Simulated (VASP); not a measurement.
Input:

```
AlLa3
1.0
    4.87947     0.00000     0.00000
    0.00000     4.87947     0.00000
    0.00000     0.00000     4.87947
La Al
3 1
Cartesian
  0.00000   2.43973   2.43973
  2.43973   0.00000   2.43973
  2.43973   2.43973   0.00000
  0.00000   0.00000   0.00000
```

Calculation: PBEsol GGA, VASP's PBE PAW potentials (set 64) (plane waves; VASP). Settings: 400 eV cut-off, 7×7×7 Γ-centred mesh, tetrahedra with Blöchl corrections, potentials La Al.

Problem. Predict the energy per atom (σ→0), band gap (on the k-mesh) with the smallest direct gap where there is one.

Solution. 
```
Property                                                    Result
------------------------  ----------------------------------------
band gap (on the k-mesh)  none (metal, semimetal or under 0.01 eV)
energy per atom (σ→0)                               -5.230 eV/atom
```

Total energies compare only between runs with the same potentials, cut-off and functional.

The structure comes from a computed database's La3Al entry (Pm-3m); how it stands against other phases isn't given here. It was relaxed first, which changed the volume by -6 %.
